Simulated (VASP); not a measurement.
Here is a VASP 6.6.1 calculation.

INCAR

```
SYSTEM = Be3CdTe4
PREC = Accurate
ENCUT = 520
EDIFF = 1E-7
ISMEAR = 0
SIGMA = 0.03
LREAL = .False.
LASPH = .True.
NELM = 120
ALGO = Normal
ISIF = 3
LWAVE = .False.
LCHARG = .False.
GGA = PE
IBRION = 2
NSW = 60
EDIFFG = -0.005
POTIM = 0.3
KPAR = 8
```

File KPOINTS:

```
regular mesh
0
Gamma
  6 6 2
  0 0 0
```

The input POSCAR:

```
Be3CdTe4                                
1.0
    4.1289173727      0.0000000000      0.0000000000
    0.0000000000      4.1289173727     -0.0000000000
    0.0000000000     -0.0000000000     12.0768708305
  Be              Cd              Te            
     3     1     4
Direct
     0.0000000000000000    0.0000000000000000    0.5000000000000000
     0.5000000000000000    0.5000000000000000    0.7298717107001168
     0.5000000000000000    0.5000000000000000    0.2701282892998831
     0.0000000000000000    0.0000000000000000    0.0000000000000000
     0.0000000000000000    0.5000000000000000    0.6146497836163131
     0.5000000000000000    0.0000000000000000    0.3853502163836870
     0.5000000000000000    0.0000000000000000    0.8418574532392818
     0.0000000000000000    0.5000000000000000    0.1581425467607181
```

Potentials or basis: VASP PAW PBE potentials, release 64 (Be, Cd, Te).

The run is started by

```sh
$ cat potpaw_PBE.64/Be/POTCAR potpaw_PBE.64/Cd/POTCAR potpaw_PBE.64/Te/POTCAR > POTCAR
$ mpirun -np 8 vasp_std > vasp.out
```

(1) What does it give for the band gap on the k mesh?

(2) What does it give for the relaxed cell?

(3) Estimate the relaxed volume.

(4) Predict the space group after relaxing (to 0.05 Å).

Answers

(1) 1.79 eV, indirect (least direct gap 1.88 eV).

(2) a = 4.131 Å, b = 4.131 Å, c = 12.076 Å, α = 90.00°, β = 90.00°, γ = 90.00°.

(3) 25.76 Å³/atom.

(4) P-4m2 (No. 115).

Caveat: spin-orbit coupling is left out, which moves the levels of the heavy elements.
